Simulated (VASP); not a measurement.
Method: LDA (Ceperley-Alder, Perdew-Zunger), VASP's LDA PAW potentials (set 64) (plane waves; VASP 6.6.1).

A VASP calculation is set up with these files.

**POSCAR**
```
CsPbBr3
5.7811020
  1.0000000701   0.0000000000   0.0000000000
  0.0000000000   1.0000000701   0.0000000000
  0.0000000000   0.0000000000   1.0000000701
Cs Pb Br
1 1 3
Direct
  0.0000000000   0.0000000000   0.0000000000
  0.5000000000   0.5000000000   0.5000000000
  0.5000000000   0.0000000000   0.5000000000
  0.0000000000   0.5000000000   0.5000000000
  0.5000000000   0.5000000000   0.0000000000
```

KPOINTS:
```
k-points along high-symmetry lines
15
Line-mode
Reciprocal
  0.000000   0.000000   0.000000 ! GAMMA
  0.000000   0.500000   0.000000 ! X

  0.000000   0.500000   0.000000 ! X
  0.500000   0.500000   0.000000 ! M

  0.500000   0.500000   0.000000 ! M
  0.000000   0.000000   0.000000 ! GAMMA

  0.000000   0.000000   0.000000 ! GAMMA
  0.500000   0.500000   0.500000 ! R

  0.500000   0.500000   0.500000 ! R
  0.000000   0.500000   0.000000 ! X

  0.500000   0.500000   0.500000 ! R
  0.500000   0.500000   0.000000 ! M
```

### INCAR
```
SYSTEM=CsPbBr3
PREC=Accurate; ENCUT=520; LREAL=.FALSE.
LASPH=.TRUE.; ICHARG=11
EDIFF=1E-7; NELM=100; ALGO=Normal
LMAXMIX=4
ISMEAR=0; SIGMA=0.05
LWAVE=.FALSE.; LCHARG=.FALSE.; LORBIT=11
```

POTCAR, in this order: Cs_sv Pb_d Br (LDA.64 set). Program: vasp_std. Read from the step before: CHGCAR.

The run wrote:

OSZICAR:
```
       N       E                     dE             d eps       ncg     rms          rms(c)
DAV:   1     0.401106853842E+03    0.40111E+03   -0.19155E+04  4680   0.152E+03
DAV:   2     0.322468529687E+02   -0.36886E+03   -0.36088E+03  5656   0.338E+02
DAV:   3    -0.151924404299E+02   -0.47439E+02   -0.46420E+02  5824   0.129E+02
DAV:   4    -0.170980408598E+02   -0.19056E+01   -0.18994E+01  5606   0.317E+01
DAV:   5    -0.171664124295E+02   -0.68372E-01   -0.68324E-01  6136   0.546E+00
DAV:   6    -0.171690106700E+02   -0.25982E-02   -0.25979E-02  6368   0.111E+00
DAV:   7    -0.171690919321E+02   -0.81262E-04   -0.81258E-04  6340   0.158E-01
DAV:   8    -0.171690955045E+02   -0.35724E-05   -0.35723E-05  6760   0.324E-02
DAV:   9    -0.171690955790E+02   -0.74470E-07   -0.74438E-07  4872   0.268E-03
   1 F= -.17169096E+02 E0= -.17169096E+02  d E =-.634014E-11
```

File OUTCAR:
```
 val. band max:        1.7134753932   @ k =   0.5000   0.5000   0.5000

 cond. band min:       2.8790984635   @ k =   0.5000   0.5000   0.5000



 k-point     1 :       0.0000    0.0000    0.0000
  band No.  band energies     occupation
      1     -19.8984      2.00000
      2     -15.3479      2.00000
      3     -15.3479      2.00000
      4     -15.1203      2.00000
      5     -15.1203      2.00000
      6     -15.1203      2.00000
      7     -13.5477      2.00000
      8     -12.6787      2.00000
      9     -12.6787      2.00000
     10      -6.7087      2.00000
     11      -6.7087      2.00000
     12      -6.7087      2.00000
     13      -5.4823      2.00000
     14      -3.1201      2.00000
     15      -3.1201      2.00000
     16      -3.1201      2.00000
     17      -0.7837      2.00000
     18      -0.7837      2.00000
     19      -0.7837      2.00000
     20      -0.6388      2.00000
     21      -0.6388      2.00000
     22      -0.6388      2.00000
     23       4.1363      0.00000
     24       5.2316      0.00000
     25       5.2316      0.00000
     26       6.0631      0.00000

 k-point     2 :       0.0000    0.0357    0.0000
  band No.  band energies     occupation
      1     -19.8984      2.00000
      2     -15.3479      2.00000
      3     -15.3469      2.00000
      4     -15.1203      2.00000
      5     -15.1203      2.00000
      6     -15.1203      2.00000
      7     -13.5461      2.00000
      8     -12.6822      2.00000
      9     -12.6786      2.00000
     10      -6.7085      2.00000
     11      -6.7085      2.00000
     12      -6.7084      2.00000
     13      -5.5006      2.00000
     14      -3.1190      2.00000
     15      -3.1190      2.00000
     16      -3.0891      2.00000
     17      -0.7859      2.00000
     18      -0.7855      2.00000
     19      -0.7855      2.00000
     20      -0.6407      2.00000
     21      -0.6407      2.00000
     22      -0.6406      2.00000
     23       4.1509      0.00000
...
```

The density is held fixed in this step, so its total energy and stress have no physical meaning. Unless said otherwise, spin-orbit coupling is left out, though it shifts the bands of the heavy elements here.

The compound is CsPbBr3 in the cubic perovskite structure, the ideal cubic form; the compound distorts at low or room temperature. It was relaxed first.
